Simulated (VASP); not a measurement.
Output of a VASP run:

OSZICAR:
```
       N       E                     dE             d eps       ncg     rms          rms(c)
DAV:   1     0.369901246462E+02    0.36990E+02   -0.52350E+03  3002   0.101E+03
DAV:   2    -0.645736335707E+01   -0.43447E+02   -0.42375E+02  3199   0.197E+02
DAV:   3    -0.679787545925E+01   -0.34051E+00   -0.33938E+00  3436   0.204E+01
DAV:   4    -0.679955572244E+01   -0.16803E-02   -0.16801E-02  3606   0.129E+00
DAV:   5    -0.679957205565E+01   -0.16333E-04   -0.16331E-04  3531   0.104E-01    0.112E+01
DAV:   6    -0.646549542754E+01    0.33408E+00   -0.12599E+00  3058   0.109E+01    0.543E+00
DAV:   7    -0.643853993361E+01    0.26955E-01   -0.32971E-02  4186   0.158E+00    0.248E+00
DAV:   8    -0.643176514455E+01    0.67748E-02   -0.23378E-03  3306   0.566E-01    0.132E-01
DAV:   9    -0.643176125933E+01    0.38852E-05   -0.21427E-05  3868   0.547E-02    0.350E-02
DAV:  10    -0.643176413957E+01   -0.28802E-05   -0.32042E-06  3444   0.189E-02    0.316E-03
DAV:  11    -0.643176411236E+01    0.27216E-07   -0.20615E-08  1685   0.159E-03
   1 F= -.39664200E+01 E0= -.39659557E+01  d E =-.396642E+01
       N       E                     dE             d eps       ncg     rms          rms(c)
DAV:   1    -0.753421197166E+01   -0.11024E+01   -0.32544E+01  3007   0.669E+01    0.124E+01
DAV:   2    -0.607283599208E+01    0.14614E+01   -0.50296E+00  2978   0.232E+01    0.192E+00
DAV:   3    -0.601700101638E+01    0.55835E-01   -0.26117E-01  4139   0.451E+00    0.844E-01
DAV:   4    -0.601749957700E+01   -0.49856E-03   -0.96859E-03  3617   0.937E-01    0.312E-01
DAV:   5    -0.601881379106E+01   -0.13142E-02   -0.37804E-03  3941   0.411E-01    0.495E-02
DAV:   6    -0.601887193039E+01   -0.58139E-04   -0.35531E-05  4138   0.538E-02    0.855E-03
DAV:   7    -0.601887139198E+01    0.53842E-06   -0.28123E-07  2792   0.634E-03
   2 F= -.38356669E+01 E0= -.38352121E+01  d E =0.130753E+00
       N       E                     dE             d eps       ncg     rms          rms(c)
DAV:   1    -0.733885403126E+01   -0.13200E+01   -0.20195E+01  3022   0.540E+01    0.681E+00
DAV:   2    -0.639090169486E+01    0.94795E+00   -0.40852E+00  3013   0.192E+01    0.311E+00
DAV:   3    -0.637683909200E+01    0.14063E-01   -0.56693E-02  3951   0.198E+00    0.174E+00
DAV:   4    -0.637683110063E+01    0.79914E-05   -0.10589E-02  3418   0.913E-01    0.252E-01
DAV:   5    -0.637713365717E+01   -0.30256E-03   -0.33784E-04  4286   0.105E-01    0.508E-02
DAV:   6    -0.637716211744E+01   -0.28460E-04   -0.88843E-06  3702   0.205E-02    0.232E-03
DAV:   7    -0.637716211947E+01   -0.20327E-08   -0.46419E-07  1976   0.726E-03
   3 F= -.39782231E+01 E0= -.39777698E+01  d E =-.118031E-01
       N       E                     dE             d eps       ncg     rms          rms(c)
DAV:   1    -0.637499438618E+01    0.21677E-02   -0.21007E-03  3014   0.541E-01    0.755E-02
DAV:   2    -0.637489679713E+01    0.97589E-04   -0.40871E-04  3002   0.197E-01    0.207E-02
DAV:   3    -0.637489503652E+01    0.17606E-05   -0.80238E-06  3273   0.236E-02    0.112E-02
DAV:   4    -0.637489511223E+01   -0.75710E-07   -0.14086E-06  3095   0.101E-02
   4 F= -.39782403E+01 E0= -.39777871E+01  d E =-.118203E-01
```

**OUTCAR**
```
------------------------ aborting loop because EDIFF is reached ----------------------------------------
  FORCE on cell =-STRESS in cart. coord.  units (eV):
  Direction    XX          YY          ZZ          XY          YZ          ZX
  --------------------------------------------------------------------------------------
  Total        2.3913397      2.3913397      2.3913397     -0.0000000      0.0000000     -0.0000000
  in kB      299.3346815    299.3346815    299.3346815     -0.0000000      0.0000000     -0.0000000
  external PRESSURE =      -0.6653185 kB  Pullay stress =     300.0000000 kB
  volume of cell :       12.80
      direct lattice vectors                 reciprocal lattice vectors
    -0.000000000  1.856613947  1.856613947    -0.269307467  0.269307467  0.269307467
     1.856613947  0.000000000  1.856613947     0.269307467 -0.269307467  0.269307467
     1.856613947  1.856613947  0.000000000     0.269307467  0.269307467 -0.269307467
 POSITION                                       TOTAL-FORCE (eV/Angst)
 -----------------------------------------------------------------------------------
      1.85661      1.85661      0.00000        -0.000000      0.000000      0.000000
 -----------------------------------------------------------------------------------
    total drift:                               -0.000000     -0.000000     -0.000000
  FREE ENERGIE OF THE ION-ELECTRON SYSTEM (eV)
  ---------------------------------------------------
  free  energy   TOTEN  =        -6.3748951122 eV

  energy  without entropy=       -6.3735357135  energy(sigma->0) =       -6.37444198
  enthalpy is  TOTEN    =        -3.9782402668 eV   P V=        2.3966548454

 reached required accuracy - stopping structural energy minimisation
```
(Selected blocks of OUTCAR.)

**POSCAR**
```
Pd
1
    0.0000000000     1.8741842939     1.8741842939
    1.8741842939     0.0000000000     1.8741842939
    1.8741842939     1.8741842939    -0.0000000000
Pd
1
Direct
  0.0000000000   0.0000000000   0.0000000000
```

Problem. Reconstruct the remaining input files.

Solution. Several could match; the one computed here: the input of the run itself, LDA (Ceperley-Alder, Perdew-Zunger), plane waves, VASP's LDA PAW potentials (set 64).

### INCAR
```
EDIFF = 1E-6   ! SCF stop (eV)
PREC = Accurate
LASPH = .True.   ! aspherical one-centre terms
NSW = 40   ! most ionic steps
IBRION = 2   ! conjugate gradients
LREAL = .False.   ! projection in real space or not
PSTRESS = 300
LMAXMIX = 4
EDIFFG = -0.02   ! ionic stop
ISIF = 3   ! ions, shape and volume
ISMEAR = 1
NELM = 100   ! most electronic steps
SYSTEM = Pd
ENCUT = 500   ! plane-wave cut-off (eV)
SIGMA = 0.1
LWAVE = .False.
ALGO = Normal
LCHARG = .False.
```

**KPOINTS**
```
Automatic mesh
0
gamma
17 17 17
```

POTCAR, in this order: Pd (LDA.64 set). Program: vasp_std.

Energy and stress use the plane-wave basis of the starting cell.

The compound is Pd in the fcc structure. This run relaxes it under an external pressure of 30 GPa. Symmetry was kept, so distortions that lower it aren't found.
